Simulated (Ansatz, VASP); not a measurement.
# Mg2BeSeO2 in VASP and in Ansatz

INCAR

```
ALGO = Normal
EDIFF = 1E-7
ENCUT = 520
GGA = PE
ISIF = 2
ISMEAR = 0
LASPH = True
LCHARG = False
LREAL = False
LWAVE = False
NBANDS = 21
NELM = 60
PREC = Accurate
SIGMA = 0.1
```

KPOINTS

```
k-points
0
Gamma
  6 6 2
```

File POSCAR:

```
Mg2BeSeO2
1.0
    2.1916654000     -2.4876811000      0.0000000000
    2.1916654000      2.4876811000      0.0000000000
    0.0000000000      0.0000000000      8.0872866400
Mg Be Se O
2 1 1 2
Direct
    0.0000000000      0.0000000000      0.9855265000
    0.0000000000      0.0000000000      0.6568193400
    0.5000000000      0.5000000000      0.4217985500
    0.5000000000      0.5000000000      0.7921715600
    0.0000000000      0.5000000000      0.2870096300
    0.5000000000      0.0000000000      0.2870096300
```

Input for Ansatz:

```yaml
crystal:
  lattice:
    - [2.1916654, -2.4876811, 0.0]
    - [2.1916654, 2.4876811, 0.0]
    - [0.0, 0.0, 8.08728664]
  atoms:
    - { symbol: Mg, position: [0.0, 0.0, 0.9855265] }
    - { symbol: Mg, position: [0.0, 0.0, 0.65681934] }
    - { symbol: Be, position: [0.5, 0.5, 0.42179855] }
    - { symbol: Se, position: [0.5, 0.5, 0.79217156] }
    - { symbol: O, position: [0.0, 0.5, 0.28700963] }
    - { symbol: O, position: [0.5, 0.0, 0.28700963] }
basis:
  ecutwfc: 420
kpoints:
  mp_grid: { grid: [6, 6, 2] }
hamiltonian:
  xc: pbe
scf:
  occupations: { method: gaussian, width: 0.1 }
  lower_state_search: "off"
output:
  forces: true
  stress: true
  eigenvalues: true
```

Alike in both runs: task single point; functional PBE; k mesh 6 × 6 × 2; occupations gaussian, width 0.1 eV; no spin polarisation.

|  | VASP | Ansatz |
| --- | --- | --- |
| version | VASP 6.6.1 | Ansatz 0.2.0 |
| potentials or method | VASP PAW PBE potentials, release 64 (Mg, Be, Se, O) | scalar-relativistic, plane waves, PAW |
| plane-wave cutoff (eV) | 520 | 420 |
| valence electrons in the cell | 24 | 50 |

Ansatz gave:

| Property | Result |
| --- | --- |
| gap on the k mesh at the Fermi level (eV) | none |
| pressure (GPa) | 0.2 |
| largest component of the traceless stress (GPa) | 12.92 |
| rms of the force components (eV/Å) | 1.765 |

Question: Estimate VASP's values.

Answer: gap on the k mesh at the Fermi level (eV): none; pressure (GPa): 0.1; largest component of the traceless stress (GPa): 12.92; rms of the force components (eV/Å): 1.759.

Atom by atom the forces differ by 0.007 eV/Å (rms over components). A gap of «none» marks a metal or a gap that the smearing closes. The two sets of potentials don't hold the same shells in valence.

Caveats: the k mesh is coarse (spacing up to 0.39 Å⁻¹), so the values aren't converged; forces of over 1 eV/Å show positions far from the minimum, so gaps and moduli don't describe the material at rest.
